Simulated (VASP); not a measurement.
```
MnS
1.0
    3.22306     0.00000     0.00000
    0.00000     3.22306     0.00000
    0.00000     0.00000     3.22306
Mn S
1 1
Direct
  0.00000   0.00000   0.00000
  0.50000   0.50000   0.50000
```
Starting moments (μB, in the order of the record's atoms Mn S): 4.4 0.2.

These are r2SCAN meta-GGA, VASP's PBE PAW potentials (set 64) (plane waves; VASP) values and carry that method's errors. Settings: 400 eV cut-off, 13×13×13 Γ-centred mesh, tetrahedra with Blöchl corrections, potentials Mn_pv S.

The moments were started parallel, and other spin orders were not tried in this run.

Question: Give the spin-up energies of bands 5 to 14 at the high-symmetry points, in eV from the Fermi level.

Answer: 
```json
[
 {"band": "5", "Γ": "-4.76", "X": "-7.79", "M": "-5.63", "R": "-6.35"},
 {"band": "6", "Γ": "-4.76", "X": "-4.54", "M": "-5.63", "R": "-6.35"},
 {"band": "7", "Γ": "-3.64", "X": "-4.53", "M": "-4.59", "R": "-6.35"},
 {"band": "8", "Γ": "-3.64", "X": "-4.53", "M": "-3.97", "R": "-3.32"},
 {"band": "9", "Γ": "-3.64", "X": "-3.58", "M": "-3.97", "R": "-3.32"},
 {"band": "10", "Γ": "-1.77", "X": "-3.16", "M": "-3.54", "R": "-1.07"},
 {"band": "11", "Γ": "-1.77", "X": "0.23", "M": "-3.34", "R": "-1.07"},
 {"band": "12", "Γ": "-1.77", "X": "0.23", "M": "-0.27", "R": "-1.07"},
 {"band": "13", "Γ": "0.97", "X": "4.43", "M": "0.42", "R": "1.79"},
 {"band": "14", "Γ": "6.85", "X": "6.73", "M": "9.15", "R": "1.79"}
]
```

Question: Give the spin-down energies of bands 5 to 14 at the high-symmetry points, in eV from the Fermi level.

Answer: 
| band | Γ | X | M | R |
|---|---|---|---|---|
| 5 | -1.41 | -7.02 | -5.31 | -4.93 |
| 6 | -1.41 | -1.62 | -5.31 | -4.93 |
| 7 | -1.41 | -1.62 | -0.53 | -4.93 |
| 8 | 0.08 | 0.79 | 0.07 | 2.77 |
| 9 | 0.08 | 2.21 | 1.33 | 2.77 |
| 10 | 2.05 | 2.61 | 1.33 | 2.88 |
| 11 | 2.05 | 3.41 | 1.77 | 2.88 |
| 12 | 2.05 | 3.41 | 2.74 | 2.88 |
| 13 | 2.96 | 5.68 | 3.90 | 3.54 |
| 14 | 8.29 | 7.40 | 10.21 | 3.54 |

It has no gap at this level: it comes out as a metal or semimetal.

The structure was generated: MnS was put into the CsCl type type (Pm-3m), which need not be its known phase. It was relaxed first.
